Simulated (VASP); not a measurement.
**A vacancy on the Be site in Be**

Aim: the formation energy and local structure of a vacancy on the Be site in Be.

Method: PBEsol; plane waves and PAW (Be), in VASP 6.6.1.

## Step 1: The host crystal

It takes space group P6_3/mmc (No. 194, hexagonal). The conventional cell has a = 2.290 Å, b = 2.290 Å, c = 3.588 Å, α = 90.00°, β = 90.00°, γ = 120.00°. Nearest to Be lie 12 Be at 2.23 to 2.29 Å.

As a file:

```xyz
2
Lattice="2.2900 0.0000 0.0000 -1.1450 1.9832 0.0000 0.0000 0.0000 3.5884" Properties=species:S:1:pos:R:3 pbc="T T T"
Be    0.0000    0.0000    0.0000
Be    0.0000    1.3221    1.7942
```

## Step 2: The host at zero pressure

First cell and atoms are relaxed at a raised cutoff, so that later runs start from this functional's own cell.

INCAR reads:

```
SYSTEM = Be
PREC = Accurate
ENCUT = 350
EDIFF = 1E-06
NELM = 120
ISMEAR = 1
SIGMA = 0.15
LREAL = .FALSE.
ALGO = Normal
GGA = PS
NBANDS = 8
LORBIT = 11
LWAVE = .FALSE.
LCHARG = .FALSE.
KPAR = 8
IBRION = 2
NSW = 40
ISIF = 3
EDIFFG = -0.02
POTIM = 0.4
```

POSCAR reads:

```
Be
1.0
    2.2900000000      0.0000000000      0.0000000000
   -1.1450000000      1.9831981747      0.0000000000
    0.0000000000      0.0000000000      3.5884300000
Be
2
Direct
    0.0000000000      0.0000000000      0.0000000000
    0.3333333333      0.6666666667      0.5000000000
```

KPOINTS reads:

```
Automatic mesh
0
Gamma
16 16 9
0 0 0
```

Potentials, in the order of the species: Be (PBE family, release 64).

The run is started by

```bash
$ mpirun -np 8 vasp_std
```

The log of the run:

```text
[banner, memory and clock lines left out]
running    8 mpi-ranks, on    1 nodes
 distrk:  each k-point on    1 cores,    8 groups
 distr:  one band on    1 cores,    1 groups

 POSCAR found type information on POSCAR Be
 POSCAR found :  1 types and       2 ions
|                                                                             |
|           W    W    AA    RRRRR   N    N  II  N    N   GGGG   !!!           |
|           W    W   A  A   R    R  NN   N  II  NN   N  G    G  !!!           |
|           W    W  A    A  R    R  N N  N  II  N N  N  G       !!!           |
|           W WW W  AAAAAA  RRRRR   N  N N  II  N  N N  G  GGG   !            |
|           WW  WW  A    A  R   R   N   NN  II  N   NN  G    G                |
|           W    W  A    A  R    R  N    N  II  N    N   GGGG   !!!           |
|                                                                             |
|     For optimal performance we recommend to set                             |
|       NCORE = 2 up to number-of-cores-per-socket                            |
|     NCORE specifies how many cores store one orbital (NPAR=cpu/NCORE).      |
|     This setting can greatly improve the performance of VASP for DFT.       |
|     The default, NCORE=1 might be grossly inefficient on modern             |
|     multi-core architectures or massively parallel machines. Do your        |
|     Unfortunately you need to use the default for GW and RPA                |
|     calculations (for HF NCORE is supported but not extensively tested      |
|     yet).                                                                   |
|                                                                             |

|                                                                             |
|               ----> ADVICE to this user running VASP <----                  |
|                                                                             |
|     You enforced a specific xc type in the INCAR file but a different       |
|     [... a line on the potential file left out ...]
|     I HOPE YOU KNOW WHAT YOU ARE DOING!                                     |
|                                                                             |

 LDA part: xc-table for (Slater+PW92), standard interpolation
 POSCAR, INCAR and KPOINTS ok, starting setup
 FFT: planning ... GRIDC
 FFT: planning ... GRID_SOFT
 FFT: planning ... GRID
 WAVECAR not read
 entering main loop
       N       E                     dE             d eps       ncg     rms          rms(c)
DAV:   1    -0.520714150251E+01   -0.52071E+01   -0.16076E+03  2472   0.306E+02
DAV:   2    -0.801073718616E+01   -0.28036E+01   -0.26976E+01  3792   0.376E+01
DAV:   3    -0.802122181464E+01   -0.10485E-01   -0.10485E-01  2512   0.209E+00
DAV:   4    -0.802122824673E+01   -0.64321E-05   -0.64323E-05  3704   0.553E-02
DAV:   5    -0.802122824698E+01   -0.24433E-09   -0.14947E-09  2528   0.167E-04    0.120E+00
DAV:   6    -0.799951661997E+01    0.21712E-01   -0.22346E-03  2544   0.460E-01    0.728E-01
DAV:   7    -0.799018243651E+01    0.93342E-02   -0.33583E-03  2824   0.483E-01    0.128E-02
DAV:   8    -0.799018083716E+01    0.15994E-05   -0.11327E-05  2672   0.252E-02    0.521E-03
DAV:   9    -0.799018143743E+01   -0.60027E-06   -0.41186E-07  2776   0.470E-03
   1 F= -.79901814E+01 E0= -.79900843E+01  d E =-.799018E+01
 curvature:   0.00 expect dE= 0.000E+00 dE for cont linesearch  0.000E+00
 trial: gam= 0.00000 g(F)=  0.464E-51 g(S)=  0.103E-01 ort = 0.000E+00 (trialstep = 0.100E+01)
 search vector abs. value=  0.103E-01
 bond charge predicted
       N       E                     dE             d eps       ncg     rms          rms(c)
DAV:   1    -0.799711349375E+01   -0.69327E-02   -0.15722E-02  2768   0.115E+00    0.519E-02
DAV:   2    -0.799708288637E+01    0.30607E-04   -0.13988E-05  2968   0.345E-02    0.321E-02
DAV:   3    -0.799707090342E+01    0.11983E-04   -0.97551E-06  2512   0.378E-02    0.110E-03
DAV:   4    -0.799707075910E+01    0.14432E-06   -0.39193E-08  1904   0.169E-03
   2 F= -.79970708E+01 E0= -.79969611E+01  d E =-.688932E-02
 trial-energy change:   -0.006889  1 .order   -0.006829   -0.010343   -0.003315
 step:   1.4392(harm=  1.4717)  dis= 0.00000  next Energy=    -7.997804 (dE=-0.762E-02)
 bond charge predicted
       N       E                     dE             d eps       ncg     rms          rms(c)
DAV:   1    -0.799784828922E+01   -0.77739E-03   -0.30330E-03  2776   0.508E-01    0.231E-02
DAV:   2    -0.799784349214E+01    0.47971E-05   -0.27375E-06  2952   0.154E-02    0.143E-02
DAV:   3    -0.799784328358E+01    0.20856E-06   -0.19477E-06  2496   0.171E-02
   3 F= -.79978433E+01 E0= -.79977282E+01  d E =-.766185E-02
 curvature:  -0.73 expect dE=-0.344E-04 dE for cont linesearch -0.132E-05
 trial: gam=-0.00864 g(F)=  0.197E-50 g(S)=  0.470E-04 ort = 0.136E-03 (trialstep = 0.109E+01)
 search vector abs. value=  0.454E-04
 reached required accuracy - stopping structural energy minimisation
```

The job ended after 5.4 s (8 MPI ranks of AMD EPYC 7R43, shared host; peak memory 0.68 GiB; 36 s of CPU time).

The logs omit lines about the potential files and the build; timing stands in the text.

From OUTCAR (step 2):

```text
ion  position               nearest neighbor table
   1  0.000  0.000  0.000-   2 2.23   2 2.23   2 2.23   2 2.23   2 2.23   2 2.23
   2  0.333  0.667  0.500-   1 2.23   1 2.23   1 2.23   1 2.23   1 2.23   1 2.23

  LATTYP: Found a hexagonal cell.
 ALAT       =     2.2900000000
 C/A-ratio  =     1.5670000000

 Subroutine GETGRP returns: Found 24 space group operations
 (whereof 12 operations were pure point group operations)

The static configuration has the point symmetry D_3h.
 The point group associated with its full space group is D_6h.

 Found    150 irreducible k-points:

   k-points           NKPTS =    150   k-points in BZ     NKDIM =    150   number of bands    NBANDS=      8

   dimension x,y,z NGX =    14 NGY =   14 NGZ =   24
   dimension x,y,z NGXF=    28 NGYF=   28 NGZF=   48

   ENCUT  =  350.0 eV  25.72 Ry    5.07 a.u.   3.49  3.49  5.47*2*pi/ulx,y,z

   NELECT =       4.0000    total number of electrons

 k-points in reciprocal lattice and weights: Automatic mesh
   0.00000000  0.00000000  0.00000000       0.000
   0.06250000 -0.00000000  0.00000000       0.003
   0.12500000 -0.00000000  0.00000000       0.003
   0.18750000 -0.00000000  0.00000000       0.003
   0.25000000 -0.00000000  0.00000000       0.003
   0.31250000  0.00000000  0.00000000       0.003
   0.37500000 -0.00000000  0.00000000       0.003
   0.43750000  0.00000000  0.00000000       0.003
   0.50000000 -0.00000000  0.00000000       0.001
[...]
0.37500000  0.25000000  0.44444444       0.005
   0.31250000  0.31250000  0.44444444       0.005

 average (electrostatic) potential at core
       1 -32.7669       2 -32.7669

 E-fermi :   7.0248

 k-point     1 :       0.0000    0.0000    0.0000
  band No.  band energies     occupation
      1      -4.3136      2.00000
      2       2.6154      2.00000
      3       8.2636     -0.00000
      4      23.0449      0.00000
      5      23.0449      0.00000
      6      25.9203      0.00000
      7      25.9203      0.00000
    ...

 k-point     2 :       0.0625   -0.0000    0.0000
  band No.  band energies     occupation
      1      -4.2016      2.00000
      2       2.7628      2.00000
      3       8.2946     -0.00000
      4      22.1218      0.00000
      5      22.3571      0.00000
      6      25.9355      0.00000
      7      26.2823      0.00000
    ...

 k-point     3 :       0.1250   -0.0000    0.0000
  band No.  band energies     occupation
      1      -3.8655      2.00000
      2       3.2047      2.00000
      3       8.3776     -0.00000
      4      19.9689      0.00000
      5      21.0586      0.00000
      6      25.8626      0.00000
      7      26.5439      0.00000
    ...

  Total       -0.0240679     -0.0240679      0.0357310      0.0000000      0.0000000      0.0000000
  in kB       -2.4513611     -2.4513611      3.6392729      0.0000000      0.0000000      0.0000000
  external PRESSURE =      -0.4211498 kB  Pullay stress =       0.0000000 kB

  energy-cutoff  :      350.00
  volume of cell :       15.73
      direct lattice vectors                 reciprocal lattice vectors
     2.262178267  0.000000000  0.000000000     0.442051811  0.255218732  0.000000000
    -1.131089133  1.959103847 -0.000000000     0.000000000  0.510437464  0.000000000
     0.000000000  0.000000000  3.549413046    -0.000000000 -0.000000000  0.281736723

 POSITION                                       TOTAL-FORCE (eV/Angst)
 -----------------------------------------------------------------------------------
      0.00000      0.00000      0.00000         0.000000      0.000000     -0.000000
     -0.00000      1.30607      1.77471        -0.000000      0.000000      0.000000
 -----------------------------------------------------------------------------------
    total drift:                               -0.000000      0.000000      0.000000

  FREE ENERGIE OF THE ION-ELECTRON SYSTEM (eV)
  ---------------------------------------------------
  free  energy   TOTEN  =        -7.9978432836 eV

  energy  without entropy=       -7.9974981241  energy(sigma->0) =       -7.99772823

 reached required accuracy - stopping structural energy minimisation

 total charge
# of ion       s       p       d       tot
------------------------------------------
    1        0.407   0.776   0.000   1.183
    2        0.407   0.776   0.000   1.183
--------------------------------------------------
tot          0.813   1.552   0.000   2.365

[... 3 further parts left out ...]
```

CONTCAR:

```
Be
   1.00000000000000
     2.2621782669739856    0.0000000000000000    0.0000000000000000
    -1.1310891334869928    1.9591038471209370   -0.0000000000000000
     0.0000000000000000    0.0000000000000000    3.5494130457261761
  Be
     2
Direct
     0.0000000000000000    0.0000000000000000    0.0000000000000000
     0.3333333332999970    0.6666666667000030    0.5000000000000000
```

The PAW data sets were made with PBE, which is usual practice but a small mismatch for other functionals. The run keeps the 24 symmetry operations of its start, so it cannot find a distortion of lower symmetry.

Step by step:

| step | energy less that of the first step (eV) | largest force (eV/Å) | pressure (GPa) | volume (Å³) |
| --- | --- | --- | --- | --- |
| 1 | 0.0000 | 0.0000 | -4.15 | 16.30 |
| 2 | -0.0069 | 0.0000 | -1.35 | 15.90 |
| 3 | -0.0077 | 0.0000 | -0.04 | 15.73 |

| conventional cell, symmetrised | before | after | change |
| --- | --- | --- | --- |
| a (Å) | 2.290 | 2.262 | -1.2 % |
| b (Å) | 2.290 | 2.262 | -1.2 % |
| c (Å) | 3.588 | 3.549 | -1.1 % |
| volume (Å³/atom) | 8.15 | 7.87 | -3.5 % |

Final coordinates:

```cif
data_structure
_symmetry_space_group_name_H-M 'P 1'
_symmetry_Int_Tables_number 1
_cell_length_a 2.2622
_cell_length_b 2.2622
_cell_length_c 3.5494
_cell_angle_alpha 90.000
_cell_angle_beta 90.000
_cell_angle_gamma 120.000
_cell_volume 15.73
loop_
_atom_site_label
_atom_site_type_symbol
_atom_site_fract_x
_atom_site_fract_y
_atom_site_fract_z
_atom_site_occupancy
Be1 Be 0.00000 0.00000 0.00000 1
Be2 Be 0.33333 0.66667 0.50000 1
```

Numbers from this step:

```
electronic cycles                               : 16
electrons                                       : 4
free energy (TOTEN)                             : -7.998 eV
energy at zero smearing                         : -7.998 eV
Fermi energy                                    : 7.025 eV
labelled metallic, from the levels on this mesh : yes
```

The run ended after 3 ionic steps, 0.008 eV below its first step, once forces and stress met EDIFFG = -0.02.

(Part 1 of 3 ends here.)

[Lines on the potential files, build, host, timing and source positions are cut from VASP's logs without a mark.]

[Logs are printed without paths, hosts, clocks, repeated set-up lines and the standing remarks that a program may print on its own settings, such as how far it seeks lower states.]

[Hosts, paths, dates, database ids (printed as entryN), source tags and the programs' standing remarks are cut or masked in the printed files.]

[In band tables of VASP the shares of atoms and orbitals are scaled to a sum of 1 inside the atoms' spheres.]

[Runs that stopped without an error message from VASP are left out.]
